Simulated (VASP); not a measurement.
OSZICAR of a VASP run on Rb2PdSe2 (space group Immm):

### OSZICAR
```
       N       E                     dE             d eps       ncg     rms          rms(c)
DAV:   1     0.153328485018E+03    0.15333E+03   -0.16000E+04  2216   0.120E+03
DAV:   2    -0.805171303125E+02   -0.23385E+03   -0.23103E+03  2896   0.263E+02
DAV:   3    -0.961749938403E+02   -0.15658E+02   -0.15602E+02  3216   0.693E+01
DAV:   4    -0.966166351539E+02   -0.44164E+00   -0.44098E+00  3280   0.101E+01
DAV:   5    -0.966260839375E+02   -0.94488E-02   -0.94486E-02  3016   0.125E+00    0.963E+00
DAV:   6    -0.884788345627E+02    0.81472E+01   -0.93202E+00  2904   0.241E+01    0.642E+00
DAV:   7    -0.845991834994E+02    0.38797E+01   -0.16521E+00  2312   0.126E+01    0.374E+00
DAV:   8    -0.843159546776E+02    0.28323E+00   -0.10528E+00  2656   0.796E+00    0.148E+00
DAV:   9    -0.843936603274E+02   -0.77706E-01   -0.37190E-01  2416   0.499E+00    0.531E-01
DAV:  10    -0.846359260658E+02   -0.24227E+00   -0.12688E-01  2240   0.272E+00    0.357E-01
DAV:  11    -0.845952186146E+02    0.40707E-01   -0.28785E-02  2240   0.134E+00    0.295E-01
DAV:  12    -0.846097405162E+02   -0.14522E-01   -0.92693E-03  2784   0.553E-01    0.149E-01
DAV:  13    -0.846436122115E+02   -0.33872E-01   -0.25237E-02  2208   0.132E+00    0.148E-01
DAV:  14    -0.846438406103E+02   -0.22840E-03   -0.94398E-04  3448   0.144E-01    0.157E-01
DAV:  15    -0.846440069702E+02   -0.16636E-03   -0.20046E-05  2760   0.322E-02    0.157E-01
DAV:  16    -0.846444298875E+02   -0.42292E-03   -0.72226E-04  2648   0.161E-01    0.211E-01
DAV:  17    -0.846459535873E+02   -0.15237E-02   -0.16036E-03  2280   0.285E-01    0.348E-01
DAV:  18    -0.846438625174E+02    0.20911E-02   -0.57982E-03  2592   0.407E-01    0.108E-01
DAV:  19    -0.846443332268E+02   -0.47071E-03   -0.56426E-03  2696   0.385E-01    0.163E-01
DAV:  20    -0.846442965608E+02    0.36666E-04   -0.51471E-04  2792   0.133E-01    0.153E-01
DAV:  21    -0.846442547706E+02    0.41790E-04   -0.19709E-05  2984   0.245E-02    0.145E-01
DAV:  22    -0.846441844846E+02    0.70286E-04   -0.29529E-05  2600   0.343E-02    0.123E-01
DAV:  23    -0.846439989038E+02    0.18558E-03   -0.59897E-04  2560   0.129E-01    0.324E-02
DAV:  24    -0.846440008934E+02   -0.19897E-05   -0.13114E-04  2888   0.550E-02    0.349E-03
DAV:  25    -0.846440050561E+02   -0.41627E-05   -0.75942E-06  2880   0.153E-02    0.644E-03
DAV:  26    -0.846440051123E+02   -0.56209E-07   -0.44996E-07  1680   0.544E-03
   1 F= -.84644005E+02 E0= -.84644005E+02  d E =-.846440E+02
```

Problem. Which electronic solver shows in the log?

Solution. It is blocked Davidson (ALGO = Normal, or the opening steps of other solvers). The INCAR had ALGO = Normal.

Problem. Can the final energy be trusted as converged?

Solution. The calculation finished and met its thresholds. It stopped with EDIFF = 1E-6, NELM = 100, NSW = 60 and EDIFFG = -0.02 after 1 ionic step (r2SCAN meta-GGA, plane waves, VASP's PBE PAW potentials (set 64)).

The structure comes from a computed database's Rb2PdSe2 entry (Immm); how it stands against other phases isn't given here. It was relaxed first. The start is the result of an earlier pass.
